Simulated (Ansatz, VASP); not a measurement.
# Cross-check of Be48H95 (V_H1) between VASP and Ansatz, part 2 of 2

One calculation is typed for both programs; each brings its own data sets. How far apart do they land? The cell is taken from a series of runs on this material, whose earlier steps may have relaxed, scaled, displaced or heated it; both programs get it as it stands.

VASP 6.6.1 and Ansatz 0.2.0.

So far. Step 2 (VASP: single point, PBEsol): The run ends at a pressure of 0.23 GPa, with forces up to 4.4 eV/Å.

## Step 3: Ansatz: single point, PBEsol

Level of this step: Ansatz beside VASP: Kohn-Sham DFT, plane waves, PBEsol (Ansatz).

Ansatz runs on its default PAW (the set named soft_2) files.

The same cell, functional, mesh and smearing now go to Ansatz.

Input file input.yaml:

```yaml
crystal:
  lattice:
    - [-3.99332615, 8.75735955, 7.53777216]
    - [3.99332615, -8.75735955, 7.53777216]
    - [3.99332615, 8.75735955, -7.53777216]
  atoms:
    - { symbol: Be, position: [0.12545437149, 0.37444851349, 0.25063431524] }
    - { symbol: Be, position: [0.37620520907, 0.12821732393, 0.25220358771] }
[... 1 atom line left out ...]
    - { symbol: Be, position: [0.33482218343, 0.4425426337, 0.27683311581] }
[... 1 atom line left out ...]
    - { symbol: Be, position: [0.42019491079, 0.19522897728, 0.11159564165] }
[... 17 atom lines left out ...]
    - { symbol: Be, position: [0.41611532084, 0.18967235965, 0.60540886987] }
    - { symbol: H, position: [0.28218990616, 0.19601020745, 0.82339888889] }
[... 1 atom line left out ...]
    - { symbol: H, position: [0.37778947329, 0.05278535497, 0.5848158231] }
    - { symbol: H, position: [0.46922530651, 0.29501548874, 0.91362028436] }
    - { symbol: H, position: [0.34035426919, 0.11945359861, 0.96339140635] }
[... 11 atom lines left out ...]
    - { symbol: Be, position: [0.16560913012, 0.55665705074, 0.22324385854] }
[... 1 atom line left out ...]
    - { symbol: H, position: [0.28114215503, 0.69560628506, 0.32383684696] }
    - { symbol: H, position: [0.12931173782, 0.54181175535, 0.32456516179] }
    - { symbol: H, position: [0.3764139749, 0.55273941866, 0.0848826482] }
    - { symbol: H, position: [0.46735871883, 0.79258269924, 0.41349789575] }
    - { symbol: H, position: [0.34209547137, 0.62090299771, 0.46044756997] }
    - { symbol: H, position: [0.08951527189, 0.62800263013, 0.22083094568] }
    - { symbol: H, position: [0.16080997524, 0.88155993115, 0.03973061213] }
[... 1 atom line left out ...]
    - { symbol: H, position: [0.03176107979, 0.70441113336, 0.08328213998] }
    - { symbol: H, position: [0.11989617913, 0.94223791261, 0.41120392399] }
[... 3 atom lines left out ...]
    - { symbol: Be, position: [0.37527739047, 0.62402496819, 0.7486410468] }
[... 8 atom lines left out ...]
    - { symbol: H, position: [0.34235240665, 0.61849802326, 0.95890278714] }
[... 11 atom lines left out ...]
    - { symbol: Be, position: [0.66317227749, 0.05371304073, 0.22401125381] }
[... 5 atom lines left out ...]
    - { symbol: H, position: [0.84039486464, 0.11561029863, 0.45709055767] }
[... 3 atom lines left out ...]
    - { symbol: H, position: [0.53186660173, 0.20779831741, 0.0754072884] }
[... 9 atom lines left out ...]
    - { symbol: H, position: [0.62959832388, 0.04550563042, 0.82690330994] }
    - { symbol: H, position: [0.87886598529, 0.05276126382, 0.58472370123] }
[... 3 atom lines left out ...]
    - { symbol: H, position: [0.6697960689, 0.39855900785, 0.53006579848] }
    - { symbol: H, position: [0.9081485794, 0.36715950916, 0.77535383677] }
    - { symbol: H, position: [0.53107271586, 0.20093579364, 0.57977355904] }
    - { symbol: H, position: [0.62173447285, 0.44489532503, 0.90854721407] }
    - { symbol: H, position: [0.87175974892, 0.45842180208, 0.67505307942] }
    - { symbol: H, position: [0.7178128943, 0.30111283469, 0.66899582618] }
[... 6 atom lines left out ...]
    - { symbol: H, position: [0.7792654049, 0.69469385969, 0.3232028401] }
[... 5 atom lines left out ...]
    - { symbol: H, position: [0.65865578055, 0.87764162925, 0.03883469433] }
    - { symbol: H, position: [0.91172902242, 0.86928007635, 0.27683017432] }
[... 2 atom lines left out ...]
    - { symbol: H, position: [0.86981027729, 0.95526683243, 0.17321714956] }
[... 7 atom lines left out ...]
    - { symbol: H, position: [0.78321475293, 0.69894048374, 0.82569712608] }
    - { symbol: H, position: [0.62439730679, 0.53022119177, 0.8045109541] }
    - { symbol: H, position: [0.88341991768, 0.5571483363, 0.58850100381] }
[... 2 atom lines left out ...]
    - { symbol: H, position: [0.59312766893, 0.63683884181, 0.72039723585] }
    - { symbol: H, position: [0.65698525268, 0.87883469451, 0.54113023245] }
    - { symbol: H, position: [0.90949225737, 0.87082966755, 0.78022429051] }
    - { symbol: H, position: [0.53225009325, 0.70972414219, 0.58850498992] }
    - { symbol: H, position: [0.62128781151, 0.94967880855, 0.91746979954] }
    - { symbol: H, position: [0.87130471523, 0.95726357294, 0.67590530734] }
    - { symbol: H, position: [0.71847142418, 0.80602289083, 0.67880870226] }
  host:
    repeats: [2, 2, 2]
    atoms:
      - { symbol: Be, position: [0.25, 0.75, 0.5] }
      - { symbol: Be, position: [0.75, 0.25, 0.5] }
      # ... 16 more atoms of the perfect host
total_charge: 1
basis:
  ecutwfc: 420
  xc_grid: 2
hamiltonian:
  xc: pbesol
kpoints:
  mp_grid: { grid: [1, 1, 1] }
scf:
  occupations: { method: fermi_dirac, width: 0.01 }
  max_iter: 100
output:
  forces: true
  charged_corrections:
    epsilon: [3.63, 3.74, 3.59]
    static_epsilon: [4.37, 5.16, 5.26]
    defect_position: [0.621773, 0.447316, 0.415093]
checkpoint:
  read: "../qp1.relax_smeared.run"
  write: "../cc1.qp1.lm0.25.run"
  compress: false
  write_wavefunctions: false
  write_every: 100000
```

Command:

```sh
$ ansatz run input.yaml --threads 4 --pin off --max-ram 7536MiB --backend cpu --events-out ev --progress --plain --runs-dir out
```

Numbers of over 12 decimals in the logs are rounded to 6 here.

Log:

```text
Warning: checkpoint.read: the run can stay near the saved state's solution: 143 site(s) moved relative to the saved geometry (max |Δs| = 9.629e-2 fractional); the SCF starts from the saved state under `checkpoint.density_extrapolation: transplant`, in force with no word given; its orbitals are not used off its sites. A run without `checkpoint.read` takes nothing of the state. A lower free energy from it at the same positions (and U, V and field ramp, if any) shows a solution that this start missed, and an equal or higher one rules none out (checkpoint.read, Limitations, in the input reference)
Engine: ansatz 0.2.0, x86_64-unknown-linux-gnu
Pseudopotentials: kind: paw
Pseudopotential: Be, paw, valence charge 2, recommended cutoff 420 eV (normal), Be.paw.azcp
Pseudopotential: H, paw, valence charge 1, recommended cutoff 420 eV (normal), H.paw.azcp
Functional definition: PBEsol
  exchange = pbesol_x
  correlation = pbesol_c
Crystal: 143 atoms, lattice volume = 1054.414 Å³
Basis set: ecut = 420 eV, 20653 PW (Γ), exchange–correlation on 180×180×180 points (8 copies of the dense FFT grid, shifted against one another)
Bands: 238, of which v1, the nominal top of the filled ones, is band 95 counted from 1 (94 counted from 0)
Symmetry: 1 space group operations
Space group: P1 (ITA 1), of the structure as read, at distance tolerance 1.0e-4 Å
k-points: 1
Non-local potential: Be, projectors of the file, l = 0: 2, l = 1: 2, l = 2: 1
Non-local potential: H, projectors of the file, l = 0: 2, l = 1: 1
PAW form: soft (Blöchl's): semilocal exchange-correlation on the pseudo side does not see the compensation charge
PAW frozen core: Be, regenerated for the run's functional, and the local potential with it (the file was generated under x = pbe(κ = 0.804, μ = 0.219515), c = pbe(β = 0.066725))
PAW one-centre angular grid: Be, 110 points (default); XC on 64 Gauss nodes
PAW one-centre angular grid: H, 110 points (default); XC on 64 Gauss nodes
Initial density: read from a saved state, or passed on in memory by an earlier SCF of this step, an earlier step, the calling program or the single point that the run made first, carried with its atoms to this geometry
Initial wavefunctions: pseudopotential atomic-orbital guess
Functional: x = pbesol(κ = 0.804, μ = 0.123457), c = pbesol(β = 0.046)
iter 1 solved again at ethr=2.82e-3 eV; its pass at ethr=3.10e-3 eV (dr2=5.36e0 eV) is discarded
SCF iter   1: F=—  HF=-5825.103739 eV  |F-HF|=—  |Δ(HF+E_count)|=         —  Δρ=2.49e-2  dr2=5.41e0  ethr=2.82e-3  ⟨swp⟩=5.0  Hψ=2016  notcnv=0
preconditioner: auto → Resta (q_TF=auto, 2.050 Å⁻¹)  ε∞=2.7  [insulator: Δε(μ)=0.597 eV  Ē_g=11.938 eV  σ=0.010 eV  W_gap=1.00  n_scr=150 (ndim 8)  ℏωp=15.8 eV  f_vac=0.002  D(μ)=0.00/eV (n_scr^D=0)  ε∞_Penn≈2.7]
SCF iter   2: F=—  HF=-5823.912764 eV  |F-HF|=—  |Δ(HF+E_count)|=    1.19e0  Δρ=1.26e-2  dr2=1.34e0  ethr=2.82e-3  ⟨swp⟩=3.0  Hψ=383  notcnv=0
SCF iter   3: F=—  HF=-5823.657721 eV  |F-HF|=—  |Δ(HF+E_count)|=   2.55e-1  Δρ=2.73e-3  dr2=2.88e-1  ethr=7.06e-4  ⟨swp⟩=5.0  Hψ=495  notcnv=0
SCF iter   4: F=—  HF=-5823.622750 eV  |F-HF|=—  |Δ(HF+E_count)|=   3.50e-2  Δρ=7.94e-4  dr2=1.46e-2  ethr=1.52e-4  ⟨swp⟩=2.0  Hψ=282  notcnv=0  defer=72
SCF iter   5: F=—  HF=-5823.622349 eV  |F-HF|=—  |Δ(HF+E_count)|=   4.01e-4  Δρ=2.07e-4  dr2=6.65e-4  ethr=7.68e-6  ⟨swp⟩=3.0  Hψ=201  notcnv=0  defer=7
automatic band count: iteration 5 solves 110 bands in place of 238: the levels show a gap, and the empty bands left out lie too high to hold charge; the band table lists the bands solved (type scf.n_extra_bands for more)
SCF iter   6: F=—  HF=-5823.622632 eV  |F-HF|=—  |Δ(HF+E_count)|=   2.83e-4  Δρ=4.28e-5  dr2=2.64e-5  ethr=3.50e-7  ⟨swp⟩=2.0  Hψ=165  notcnv=0  defer=7
SCF iter   7: F=—  HF=-5823.622605 eV  |F-HF|=—  |Δ(HF+E_count)|=   2.67e-5  Δρ=1.03e-5  dr2=1.92e-6  ethr=1.39e-8  ⟨swp⟩=2.0  Hψ=198  notcnv=0  defer=7
SCF iter   8: F=—  HF=-5823.622606 eV  |F-HF|=—  |Δ(HF+E_count)|=   1.13e-6  Δρ=2.69e-6  dr2=1.41e-7  ethr=1.01e-9  ⟨swp⟩=2.0  Hψ=194  notcnv=0  defer=7
SCF iter   9: F=-5823.622607 eV  HF=-5823.622607 eV  |F-HF|=5.56e-10  |Δ(HF+E_count)|=   3.74e-8  Δρ=6.78e-7  dr2=8.02e-9  ethr=5.26e-11  ⟨swp⟩=11.0  Hψ=426  notcnv=0
SCF 1 converged in 9 iterations: F = -5823.622607 eV  dr2 = 8.02e-9
  greatest PAW one-centre occupation: 0.374 electrons in one spin orbital (limit 2), on the Be atom at site 107 (counted from 0), in its partial waves of l = 0
SCF converged after 9 iterations
Free energy (F): -5823.622607 eV
Harris-Foulkes:  -5823.622607 eV  (|F-HF|=5.56e-10)
Internal energy: -5823.622607 eV  (E = F + TS)
E sigma→0 (E₀):  -5823.622607 eV
Fermi energy:    -0.620242 eV
--- Per-component energies (eV) ---
  E_band       = -660.224265
  E_kinetic    = 2257.480417
  E_local      = -2049.673897  (includes V_loc(G=0)·N_el)
  E_nonlocal   = 367.749610
  E_hartree    = 470.742854
[...]
atom  11  H     -0.01057828    -0.01553760     0.03496058
  atom  12  H     -0.02803340    -0.01041126     0.00826842
  atom  13  H      0.00524176     0.03103309    -0.00463834
  atom  14  H     -0.03435374     0.34317796     0.06686236
  atom  15  H     -0.00790540    -0.02409894    -0.01829680
  atom  16  H     -0.00068183    -0.00478331     0.01824121
  atom  17  H     -0.02969187     0.06824020    -0.04097743
  atom  18  H     -0.04172647     0.08296089     0.06694525
  atom  19  Be     0.02158104    -0.00465390    -0.02362630
  atom  20  Be     0.01092544    -0.09361504    -0.02083821
  atom  21  Be    -0.00133642    -0.00265964     0.03856126
  atom  22  Be     0.00027458    -0.01775618    -0.08693504
  atom  23  Be     0.01033985    -0.07781993    -0.02101498
  atom  24  Be     0.04544078    -0.04443410    -0.04718762
  atom  25  H      0.01151774     0.05071050     0.04381599
  atom  26  H      0.00109346     0.03406072    -0.02378714
  atom  27  H     -0.03047442     0.02989067    -0.01076401
  atom  28  H      0.03544310     0.06430740     0.03208409
  atom  29  H      0.38266282     0.13959947     0.09472285
  atom  30  H     -0.01704314     0.01167887    -0.00532325
  atom  31  H     -0.01154782     0.00566870     0.01315018
  atom  32  H     -0.02044566     0.03619451     0.02071918
  atom  33  H     -0.01471575    -0.01160201    -0.01033852
  atom  34  H      0.00902917     0.00208580     0.00081237
[...]
atom 136  H      0.00348264    -0.03795536    -0.00695954
  atom 137  H     -0.08070640    -0.09475045     0.04839925
  atom 138  H     -0.01908563     0.02402310    -0.00814886
  atom 139  H     -0.00499630    -0.03015402    -0.04372109
  atom 140  H     -0.07903830     0.02172352     0.01106736
  atom 141  H      0.07404918     0.04470514     0.01223820
  atom 142  H     -0.03137940     0.00626857    -0.07132595
  atom 143  H     -0.03656545    -0.02450984    -0.09581029
  max |Σ_I F_I| component: 2.38e-5 eV/Å
--- Charged-cell corrections in eV (Makov–Payne, q = +1.000 e, ε = [3.630, 3.740, 3.590] of the electrons, [4.370, 5.160, 5.260] with the ions) ---
  F (periodic)     = -5823.622607  (uncorrected; the corrections below are reported, never added to it)
  E_corr1          = +0.526012  (monopole, q²α_M/2ε̄L, of the cell on which ε is isotropic)
  F Makov-Payne    = n/a  (the rows are of the electrons' constant alone; ansatz place-levels tells what screens the charge)
  no potential alignment in this run, which stands beside a crystal: run the host's input off ansatz write-host-input, and read the two finished runs by ansatz place-levels (neither reads a slab, a wire or a sheet, whose cell leaves a vacuum)
--- Band table (eV) ---
  k-point 0: bands = [... 91 lower, -0.9986, -0.9859, -0.9660, -0.8785, -0.3620, 3.7816, 4.1045, 4.2522, ... 11 higher]
```

In the SCF lines HF is the Harris–Foulkes energy and dr2 the Hartree energy of the density residual, in eV; the loop may stop once dr2 is under the threshold and the program's other checks hold. Hψ counts applications of the Hamiltonian.

## Step 4: Side by side

Known differences besides the potentials themselves: the cutoff is 420 eV in Ansatz and 520 eV in VASP (PREC = Accurate, projectors in real space); Ansatz makes its cores anew for this functional, VASP keeps those of its PBE data sets. Total energies have different zeros and are not compared.

Both answers:

```csv
quantity,Ansatz,VASP,difference
gap on the k mesh (eV),0.517,0.516,0.000
```

Forces on 8 of the 143 atoms, those with the largest forces and the largest differences (eV/Å; atoms numbered as in POSCAR):

```csv
atom,"Ansatz x, y, z","VASP x, y, z"
Be25,"-1.515, -2.528, 3.299","-1.503, -2.516, 3.286"
Be27,"-0.161, 2.454, -3.619","-0.161, 2.442, -3.602"
Be29,"-0.455, 0.489, 0.430","-0.453, 0.487, 0.429"
H102,"0.973, -0.790, 0.512","0.966, -0.795, 0.509"
H105,"0.338, 0.506, -0.147","0.325, 0.502, -0.141"
H107,"0.347, -0.038, -0.742","0.335, -0.037, -0.743"
H114,"-0.227, -0.542, 0.294","-0.232, -0.532, 0.296"
H121,"-0.198, 0.410, -0.510","-0.187, 0.408, -0.510"
```

The forces differ by 5.8 meV/Å r.m.s., which is 1.7 % of the r.m.s. force of 0.331 eV/Å (both taken over all components). A gap on the mesh is an upper bound, since the band edges may lie between its points. The cell carries a charge of +1 e against a uniform background, so its pressure also hangs on how the neutralising background is counted, and in a defect's cell a gap may be the spacing between its levels.

## Step 5: Results

```json
{
 "r.m.s. force difference (single point, PBEsol)": "1.7 % of the r.m.s. force"
}
```

**Reading.** The r.m.s. force difference is 1.7 % of the r.m.s. force (single point, PBEsol), within the 3 % picked in this series as the mark of a large difference. Such differences can come from data sets, numerical settings and the points named under the comparisons, not from the functional's error against experiment.

[Lines on the potential files, build, host, timing and source positions are cut from VASP's logs without a mark.]

[Logs are printed without paths, hosts, clocks, repeated set-up lines and the standing remarks that a program may print on its own settings, such as how far it seeks lower states.]

[Hosts, paths, dates, database ids (printed as entryN), source tags and the programs' standing remarks are cut or masked in the printed files.]
